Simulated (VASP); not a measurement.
Input:

```
WSe2
1.0
    1.52809    -2.64673     0.00000
    1.52809     2.64673     0.00000
    0.00000     0.00000    11.48159
W Se
2 4
Direct
  0.33333   0.66667   0.25000
  0.66667   0.33333   0.75000
  0.33333   0.66667   0.89758
  0.66667   0.33333   0.39758
  0.66667   0.33333   0.10242
  0.33333   0.66667   0.60242
```

Calculation: LDA (Ceperley-Alder, Perdew-Zunger), VASP's LDA PAW potentials (set 64) (plane waves; VASP). Settings: 500 eV cut-off, 8×8×2 Γ-centred mesh, Gaussian smearing of 0.050 eV, potentials W_sv Se.

Energy and stress use the plane-wave basis of the starting cell.

Question: The ions, cell shape and volume at an external pressure of 45.0 GPa are relaxed. Which structure does the run end with?

Answer: 
```
WSe2
1.0
    1.49656    -2.59211     0.00000
    1.49656     2.59211     0.00000
    0.00000     0.00000    11.24280
W Se
2 4
Direct
  0.33333   0.66667   0.25000
  0.66667   0.33333   0.75000
  0.33333   0.66667   0.90107
  0.66667   0.33333   0.40107
  0.66667   0.33333   0.09893
  0.33333   0.66667   0.59893
```
Space group P6_3/mmc (194), at a tolerance of 0.03 Å.

Question: How do energy and volume change from the first to the last step?

Answer: The energy (σ→0) changes by +218.8 meV/atom and the volume by -6.1 %, in 11 ionic steps.

The compound is WSe2 in the 2H layered structure. This run relaxes it under an external pressure of 45 GPa. Symmetry was kept, so distortions that lower it aren't found. The k-mesh is coarse (spacing up to 0.30 per Å, 2π included), so the numbers may not be converged in it.
